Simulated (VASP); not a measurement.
```xyz
3
Lattice="3.5386 0.0000 0.0000 -1.7693 3.0646 0.0000 0.0000 0.0000 20.1497" Properties=species:S:1:pos:R:3 pbc="T T T"
S      1.7693     1.0215     8.8368
S      0.0000     2.0430    11.3129
Pt     0.0000     0.0000    10.0749
```

Computed with r2SCAN meta-GGA, VASP's PBE PAW potentials (set 64) (plane waves; VASP). Run with PREC = Normal, 400 eV cut-off, 12×12×1 Γ-centred mesh, Gaussian smearing of 0.050 eV, potentials S Pt.

Estimate the energy per atom (σ→0).

```yaml
energy per atom (σ→0): -22.942 eV/atom
```

The cell is a sheet with vacuum, built from PtS2 (1T layered).
